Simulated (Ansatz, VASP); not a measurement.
# Cross-check of LuTlTeSe between VASP and Ansatz, part 2 of 2

One calculation is typed for both programs; each brings its own data sets. How far apart do they land? The cell is taken from a series of runs on this material, whose earlier steps may have relaxed, scaled, displaced or heated it; both programs get it as it stands.

VASP 6.6.1 and Ansatz 0.2.0.

So far: The starting structure; VASP: relaxation of cell and atoms, PBE.

The structure was built from a prototype and need not be the compound's stable phase.

### Step 3. Ansatz: relaxation of cell and atoms, PBE

Level of this step: Ansatz beside VASP: Kohn-Sham DFT, plane waves, PBE (Ansatz).

Ansatz runs on its default PAW (the set named soft_2) files.

The same cell, functional, mesh and smearing now go to Ansatz, which takes its cutoff from its data sets.

Input file input.yaml:

```yaml
crystal:
  lattice:
    - [2.12920797, 1.2292988, 7.91600688]
    - [-2.12920797, 1.2292988, 7.91600688]
    - [0.0, -2.45859759, 7.91600688]
  atoms:
    - { symbol: Tl, position: [0.0, 0.0, 0.0] }
    - { symbol: Lu, position: [0.5, 0.5, 0.5] }
    - { symbol: Te, position: [0.76399679, 0.76399679, 0.76399679] }
    - { symbol: Se, position: [0.23600321, 0.23600321, 0.23600321] }
kpoints:
  mp_grid: { grid: [6, 6, 6] }
scf:
  occupations: { method: fermi_dirac, width: 0.05 }
hamiltonian:
  xc: pbe
  pseudopotentials: { kind: paw }
output:
  forces: true
  stress: true
relax:
  f_tol: 0.02
  max_steps: 50
  cell: {}
```

Started as:

```
$ ansatz run input.yaml --threads 4 --pin off --max-ram 8192MiB --backend cpu --events-out ev --progress --plain --runs-dir out
```

Numbers of over 12 decimals in the logs are rounded to 6 here.

Log:

```text
basis.fft_grid_basis auto: the FFT boxes are laid along the combinations [[1, 0, -1], [0, 1, -1], [0, 0, 1]] of the cell's own vectors, 4.258, 4.258 and 8.289 Å long. The dense box has 30×30×60 points. Along the cell's own vectors, as sized, it would have 60×60×60, 4.00 times as many. Of the 6 symmetry operations that the crystal satisfies within crystal.symmetry.tolerance (time reversal apart; of a slab, those that  [...]
Engine: ansatz 0.2.0, aarch64-unknown-linux-gnu
Pseudopotentials: kind: paw
Pseudopotential: Tl, paw, valence charge 13, recommended cutoff 420 eV (normal), Tl.paw.azcp
Pseudopotential: Lu, paw, valence charge 25, recommended cutoff 420 eV (normal), Lu.paw.azcp
Pseudopotential: Te, paw, valence charge 16, recommended cutoff 420 eV (normal), Te.paw.azcp
Pseudopotential: Se, paw, valence charge 16, recommended cutoff 420 eV (normal), Se.paw.azcp
Functional definition: PBE
  parameter kappa = 0.804
  parameter beta = 0.066725
  exchange = pbe_x(kappa = kappa, mu = beta*pi^2/3)
  correlation = pbe_c(beta = beta)
Crystal: 4 atoms, lattice volume = 124.318 Å³
Basis set: ecut = 420 eV, 2439 PW (Γ), FFT grids on a1−a3, a2−a3, a3, exchange–correlation on 60×60×120 points (8 copies of the dense FFT grid, shifted against one another)
Bands: 42, of which v1, the nominal top of the filled ones, is band 35 counted from 1 (34 counted from 0)
Symmetry: 6 space group operations
Space group: R3m (ITA 160), of the structure as read, at distance tolerance 5.0e-5 Å
k-points: 32 of 216 (time reversal used)
Non-local potential: Tl, projectors of the file, l = 0: 2, l = 1: 2, l = 2: 2, l = 3: 1
Non-local potential: Lu, projectors of the file, l = 0: 3, l = 1: 2, l = 2: 2, l = 3: 3
Non-local potential: Te, projectors of the file, l = 0: 2, l = 1: 2, l = 2: 2, l = 3: 2
Non-local potential: Se, projectors of the file, l = 0: 2, l = 1: 2, l = 2: 3, l = 3: 1
PAW form: soft (Blöchl's): semilocal exchange-correlation on the pseudo side does not see the compensation charge
PAW one-centre angular grid: Tl, 590 points (default); XC on 64 Gauss nodes
PAW one-centre angular grid: Lu, 590 points (default); XC on 64 Gauss nodes
PAW one-centre angular grid: Te, 590 points (default); XC on 64 Gauss nodes
PAW one-centre angular grid: Se, 590 points (default); XC on 64 Gauss nodes
Initial density: superposition of atomic densities (neutral atoms: chi_scale 0, normalization atom), corrected by the library's trained network
Initial wavefunctions: pseudopotential atomic-orbital guess
Functional: x = pbe(κ = 0.804, μ = 0.219515), c = pbe(β = 0.066725)
SCF iter   1: F=—  HF=-38630.073344 eV  |F-HF|=—  |Δ(HF+E_count)|=         —  Δρ=1.17e-3  dr2=6.00e-3  ethr=1.77e-3  ⟨swp⟩=7.5  Hψ=5790  notcnv=0  defer=2
preconditioner: auto → Resta (q_TF=auto, 2.479 Å⁻¹)  ε∞=6.0  [insulator: Δε(μ)=0.847 eV  Ē_g=9.634 eV  σ=0.050 eV  W_gap=1.00  n_scr=30 (ndim 8)  ℏωp=21.6 eV  f_vac=0.047  D(μ)=0.00/eV (n_scr^D=0)  ε∞_Penn≈6.0]
SCF iter   2: F=—  HF=-38630.068775 eV  |F-HF|=—  |Δ(HF+E_count)|=   4.57e-3  Δρ=7.43e-4  dr2=1.49e-3  ethr=8.57e-6  ⟨swp⟩=3.0  Hψ=3268  notcnv=0  defer=26
SCF iter   3: F=—  HF=-38630.068326 eV  |F-HF|=—  |Δ(HF+E_count)|=   4.49e-4  Δρ=4.90e-4  dr2=6.26e-4  ethr=2.13e-6  ⟨swp⟩=3.0  Hψ=2629  notcnv=0  defer=26
SCF iter   4: F=—  HF=-38630.068213 eV  |F-HF|=—  |Δ(HF+E_count)|=   1.13e-4  Δρ=2.52e-4  dr2=1.07e-4  ethr=8.94e-7  ⟨swp⟩=2.0  Hψ=1910  notcnv=0  defer=26
SCF iter   5: F=—  HF=-38630.068201 eV  |F-HF|=—  |Δ(HF+E_count)|=   1.22e-5  Δρ=8.24e-5  dr2=1.42e-5  ethr=1.53e-7  ⟨swp⟩=2.1  Hψ=2430  notcnv=0  defer=26
SCF iter   6: F=—  HF=-38630.068195 eV  |F-HF|=—  |Δ(HF+E_count)|=   5.95e-6  Δρ=2.36e-5  dr2=1.07e-6  ethr=2.02e-8  ⟨swp⟩=2.0  Hψ=2153  notcnv=0  defer=26
SCF iter   7: F=—  HF=-38630.068195 eV  |F-HF|=—  |Δ(HF+E_count)|=   6.09e-7  Δρ=7.93e-6  dr2=1.00e-7  ethr=1.53e-9  ⟨swp⟩=2.1  Hψ=2455  notcnv=0  defer=26
SCF iter   8: F=-38630.068196 eV  HF=-38630.068196 eV  |F-HF|=6.80e-9  |Δ(HF+E_count)|=   8.57e-8  Δρ=3.33e-6  dr2=2.26e-8  ethr=1.43e-10  ⟨swp⟩=6.0  Hψ=6879  notcnv=0
SCF 1 converged in 8 iterations: F = -38630.068196 eV  dr2 = 2.26e-8
  greatest PAW one-centre occupation: 1.000 electrons in one spin orbital (limit 2), on the Se atom at site 3 (counted from 0), in its partial waves of l = 2
relax step   1: F+E_penalty+E_count = -38630.06819556 eV  Δ(F+E_penalty+E_count) = +0.000e0 eV  max|allowed force component| = 1.506e0 eV/Å  Δτ_max = 0.0000 Å  P = +0.424 GPa  Ω = 124.318 Å³  (8 SCF iters, dr2 threshold 1.00e-7 eV, accepted)
[...]
relax step   4: F+E_penalty+E_count = -38630.21038293 eV  Δ(F+E_penalty+E_count) = -1.643e-3 eV  max|allowed force component| = 4.864e-2 eV/Å  Δτ_max = 0.0059 Å  P = +0.029 GPa  Ω = 125.088 Å³  energy of the carried Pulay correction = -1.427e-4 eV  (6 SCF iters, dr2 threshold 2.08e-7 eV, accepted)
[...]
relax step   5: F+E_penalty+E_count = -38630.21081668 eV  Δ(F+E_penalty+E_count) = -4.337e-4 eV  max|allowed force component| = 2.835e-2 eV/Å  Δτ_max = 0.0138 Å  P = -0.065 GPa  Ω = 125.681 Å³  energy of the carried Pulay correction = -2.520e-4 eV  (7 SCF iters, dr2 threshold 1.48e-7 eV, accepted)
[...]
relax step   6: F+E_penalty+E_count = -38630.21101619 eV  Δ(F+E_penalty+E_count) = -1.995e-4 eV  max|allowed force component| = 1.876e-2 eV/Å  Δτ_max = 0.0029 Å  P = -0.006 GPa  Ω = 125.446 Å³  energy of the carried Pulay correction = -2.088e-4 eV  (6 SCF iters, dr2 threshold 5.02e-8 eV, accepted)
[...]
relax step   7: F+E_penalty+E_count = -38630.21123082 eV  Δ(F+E_penalty+E_count) = -2.146e-4 eV  max|allowed force component| = 1.874e-2 eV/Å  Δτ_max = 0.0000 Å  P = -0.005 GPa  Ω = 125.446 Å³  stress off target by 1.38e-2 GPa  SCF on the basis re-selected at this cell (its energy is not comparable with the rows above)  (7 SCF iters)
basis re-selected at this cell: Δ(F+E_penalty+E_count) = -2.146e-4 eV, ΔP = +0.000 GPa vs the last step (what re-selecting the basis moved, of the pressure what is left beyond the Pulay correction that the steps carried, after the strain that the cell walked since its last selection, with what the two solves' SCF thresholds leave and, on support functions, any second-order correction that the steps lacked; it is no m [...]
SCF converged after 7 iterations
Free energy (F): -38630.211231 eV
Harris-Foulkes:  -38630.211231 eV  (|F-HF|=0.00e0)
Internal energy: -38630.211228 eV  (E = F + TS)
E sigma→0 (E₀):  -38630.211230 eV
Entropy (-TS):   -0.000002 eV (-0.001 meV/atom)
Fermi energy:    9.743398 eV
--- Per-component energies (eV) ---
  E_band       = -741.612868
  E_kinetic    = 1048.214473
  E_local      = -13505.949290  (includes V_loc(G=0)·N_el)
  E_nonlocal   = -12.162240
  E_hartree    = 6204.346758
  E_xc         = -678.463271
  E_vxc        = -603.764465  (∫ρ·V_xc dr)
  E_paw        = -24109.572430  (= ΣΔE_a)
  E_vpaw       = -76.644239  (= ΣTr[D̂ρ^β])
  E_aug_tail   = -0.000696  (compensation charges beyond the density's cutoff)
  E_ewald      = -7576.624533
  E_smearing   = -0.000002  (= −TS)
  E_closure    = -0.000000  (closes the sum)
  Σ components = -38630.211231   (vs F -38630.211231, Δ=0.00e0)
--- Forces (eV/Å), atoms counted from 1 ---
  atom   1  Tl     0.00000000     0.00000000     0.01701728
  atom   2  Lu     0.00000000     0.00000000     0.00722688
  atom   3  Te     0.00000000    -0.00000000    -0.01873994
  atom   4  Se    -0.00000000    -0.00000000    -0.00550508
  max |Σ_I F_I| component: 8.61e-7 eV/Å
--- Stress (GPa, compression-positive) ---
       -0.001027       0.000000       0.000000
        0.000000      -0.001027      -0.000000
        0.000000      -0.000000      -0.013797
  P = ⅓ Tr σ = -0.0053 GPa (-0.053 kbar)
--- Relaxed structure (6 steps of the walk, 6 accepted, 1 SCFs on fresh bases) ---
  F+E_penalty+E_count = -38630.21123082 eV   max|allowed force component| = 1.874e-2 eV/Å   (the final SCF, on the basis selected at the relaxed cell)
  cell:  # Å, volume = 125.4461 Å³
    - [2.125733, 1.227292, 8.013997]
    - [-2.125733, 1.227292, 8.013997]
    - [0, -2.454585, 8.013997]
  atoms:
    - { symbol: Tl, position: [-0.0020574, -0.0020574, -0.0020574] }
    - { symbol: Lu, position: [0.505658, 0.505658, 0.505658] }
    - { symbol: Te, position: [0.763725, 0.763725, 0.763725] }
    - { symbol: Se, position: [0.232674, 0.232674, 0.232674] }
```

### Step 4. Differences

Known differences besides the potentials themselves: the data sets hold 70 valence electrons in Ansatz (on its default PAW (the set named soft_2) files) and 34 in VASP; the cutoff is 420 eV in Ansatz and 500 eV in VASP; Ansatz adds a Pulay correction to the stress that steers its cell, VASP none. Total energies have different zeros and are not compared.

The two programs side by side:

```csv
quantity,Ansatz,VASP,difference
volume (Å³),125.45,125.13,+0.25 %
"edge a after relaxation, in the typed setting (Å)",8.382,8.375,+0.08 %
```

### Step 5. Summary of results

```json
{"difference in volume (relaxation of cell and atoms, PBE)": "0.25 %"}
```

In words: The difference in volume is 0.25 % (relaxation of cell and atoms, PBE), within the 1.2 % picked in this series as the mark of a large difference, as far as the stopping tolerances let one tell. The data sets hold unlike numbers of valence electrons (70 in Ansatz and 34 in VASP), so part of the differences comes from the potentials. Such differences can come from data sets, numerical settings and the points named under the comparisons, not from the functional's error against experiment.

[Lines on the potential files, build, host, timing and source positions are cut from VASP's logs without a mark.]

[Logs are printed without paths, hosts, clocks, repeated set-up lines and the standing remarks that a program may print on its own settings, such as how far it seeks lower states.]

[Hosts, paths, dates, database ids (printed as entryN), source tags and the programs' standing remarks are cut or masked in the printed files.]
